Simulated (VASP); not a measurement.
The system is SnTe.

```
Sn Te
1.0
     0.00000    3.15085    3.15085
     3.15085    0.00000    3.15085
     3.15085    3.15085    0.00000
Sn Te
1 1
Cartesian
  0.0000 0.0000 0.0000
  3.1509 3.1509 3.1509
```

| Quantity | Value |
| --- | --- |
| Program | VASP 6.6.1 |
| Task | relaxation of cell and atoms |
| Functional | PBE |
| Potentials or basis | VASP PAW PBE potentials, release 64 (Sn_d, Te) |
| Cutoff | 520 eV |
| k mesh | 2 × 2 × 2 |
| Occupations | gaussian, width 0.02 eV |
| Spin | no spin polarisation |

At the start: pressure 5.3 GPa; volume 31.28 Å³/atom.

Q: How do energy, volume and symmetry change on relaxing?

A: Over 5 steps the energy falls by 165.0 meV/atom and the volume is 39.40 Å³/atom (+26.0 %); space group Fm-3m (No. 225, to 0.05 Å).

Step by step:
```tsv
step	energy change (eV)	largest force (eV/Å)	pressure (GPa)	volume (Å³)
1	0.0000	0.0000	5.31	62.56
2	-0.2712	0.0000	3.18	72.43
3	-0.2937	0.0000	-1.87	84.60
4	-0.3294	0.0000	-0.26	79.48
5	-0.3300	0.0000	0.01	78.81
```

Final structure:
```cif
data_structure
_symmetry_space_group_name_H-M 'P 1'
_symmetry_Int_Tables_number 1
_cell_length_a 4.8124
_cell_length_b 4.8124
_cell_length_c 4.8124
_cell_angle_alpha 60.000
_cell_angle_beta 60.000
_cell_angle_gamma 60.000
_cell_volume 78.81
loop_
_atom_site_label
_atom_site_type_symbol
_atom_site_fract_x
_atom_site_fract_y
_atom_site_fract_z
_atom_site_occupancy
Sn1 Sn 0.00000 0.00000 0.00000 1
Te1 Te 0.50000 0.50000 0.50000 1
```

Caveat: the k mesh is coarse (spacing up to 0.86 Å⁻¹), so the values aren't converged; the volume moved by over 15 % at a fixed basis, so the end points are rough; the volume moved by +26 % from the deposited cell, more than functionals usually miss.
